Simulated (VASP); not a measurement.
Input:

```
FeNi3
1.0
    3.33857     0.00000     0.00000
    0.00000     3.33857     0.00000
    0.00000     0.00000     3.33857
Fe Ni
1 3
Cartesian
  0.00000   0.00000   0.00000
  0.00000   1.66928   1.66928
  1.66928   0.00000   1.66928
  1.66928   1.66928   0.00000
```
Starting moments (μB, in the order of the record's atoms Fe Ni Ni Ni): 2.7 0.6 0.6 0.6.

Level of theory: LDA (Ceperley-Alder, Perdew-Zunger), VASP's LDA PAW potentials (set 64) (plane waves; VASP). Numerical set-up: 500 eV cut-off, 9×9×9 Γ-centred mesh, first-order Methfessel-Paxton smearing of 0.10 eV, potentials Fe Ni.

Energy and stress use the plane-wave basis of the starting cell.

The ions, cell shape and volume at an external pressure of 45.0 GPa are relaxed. Predict the relaxed structure.

```
FeNi3
1.0
    3.29826     0.00000     0.00000
    0.00000     3.29826     0.00000
    0.00000     0.00000     3.29826
Fe Ni
1 3
Cartesian
  0.00000   0.00000   0.00000
  0.00000   1.64913   1.64913
  1.64913   0.00000   1.64913
  1.64913   1.64913   0.00000
```
Space group Pm-3m (221), at a tolerance of 0.03 Å. The cell ends with 4.39 μB, on the sites 2.54 0.59 0.59 0.59 μB.

How do energy and volume change from the first to the last step?

The energy (σ→0) changes by +77.2 meV/atom and the volume by -3.6 %, in 5 ionic steps.

The compound is Ni3Fe in the L1_2 structure. This run relaxes it under an external pressure of 45 GPa. Symmetry was kept, so distortions that lower it aren't found.
